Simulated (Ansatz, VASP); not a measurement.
## BeAlS3 in VASP and in Ansatz

```xyz
5
Lattice="4.2428 0.0000 0.0000 0.0000 4.2428 0.0000 0.0000 0.0000 4.2622" Properties=species:S:1:pos:R:3 pbc="T T T"
Be    0.0000    0.0000    0.0000
Al    2.1214    2.1214    2.0544
S     2.1214    2.1214    0.0682
S     2.1214    0.0000    2.1950
S     0.0000    2.1214    2.1950
```

Change from the starting cell: species swapped into the BaTiO3 type (P4mm, No. 99).

Alike in both runs: task relaxation of cell and atoms; functional PBE; k mesh 4 × 4 × 4; occupations gaussian, width 0.1 eV; no spin polarisation.

|  | VASP | Ansatz |
| --- | --- | --- |
| version | VASP 6.6.1 | Ansatz 0.2.0 |
| potentials or method | VASP PAW PBE potentials, release 64 (Be, Al, S) | scalar-relativistic, plane waves, PAW |
| plane-wave cutoff (eV) | 600 | 420 |
| valence electrons in the cell | 23 | 23 |

```tsv
	VASP	Ansatz	Ansatz less VASP
gap on the k mesh at the Fermi level, each at its own relaxed structure (eV)	none	none	-
relaxed volume (Å³/atom)	23.78	24.27	+0.488
relaxed cell length with the largest relative difference (Å)	6.401	6.518	+0.1167
energy change over the relaxation (meV/atom)	-1023	-1028	-5.6
```

A gap of «none» marks a metal or a gap that the smearing closes.

Caveats: the k mesh is coarse (spacing up to 0.37 Å⁻¹), so the values aren't converged; the volume moved by over 15 % at a fixed basis, so the end points are rough (VASP).
